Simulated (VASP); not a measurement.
```yaml
crystal:
  lattice:
    - [0.00000, 2.79000, 2.79000]
    - [2.79000, 0.00000, 2.79000]
    - [2.79000, 2.79000, 0.00000]
  atoms:
    - { symbol: Ca, position: [0.00000, 0.00000, 0.00000] }
```

These are PBE GGA, VASP's PBE PAW potentials (set 64) (plane waves; VASP) values and carry that method's errors. Run with 400 eV cut-off, 9×9×9 Γ-centred mesh, first-order Methfessel-Paxton smearing of 0.10 eV, potentials Ca_sv.

Question: What does the run give for the energy per atom (σ→0), band gap (on the k-mesh) with the smallest direct gap where there is one?

Answer: 
- band gap (on the k-mesh) = none (metal, semimetal or under 0.01 eV)
- energy per atom (σ→0) = -1.925 eV/atom

Total energies compare only between runs with the same potentials, cut-off and functional.

The compound is Ca in the fcc structure. The cell was not relaxed at this level.
